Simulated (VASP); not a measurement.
Energy against volume of BaF2 (fluorite). All values below come from revTPSS meta-GGA, VASP's PBE PAW potentials (set 64) (plane waves; VASP 6.6.1). Numerical set-up: 520 eV cut-off, 6×6×6 Γ-centred mesh, Gaussian smearing of 0.050 eV, potentials Ba_sv F.

```
V (Å³/atom)  E (eV/atom)
-----------  -----------
18.916           0.70489
19.520           0.69036
20.123           0.68394
20.727           0.68424
```

**Question.** Fit these four points and predict the energy of the run at 21.331 Å³/atom.

**Answer.** A cubic in V^(−2/3), the third-order Birch-Murnaghan form, passes through the four points with V0 = 20.39 Å³/atom and B0 = 55 GPa, and gives 0.6901 eV/atom there. The run gave 0.6902 eV/atom, +0.0 meV/atom from the fit; all five points give B0 = 56 GPa.

The compound is BaF2 in the fluorite structure. It was relaxed first.
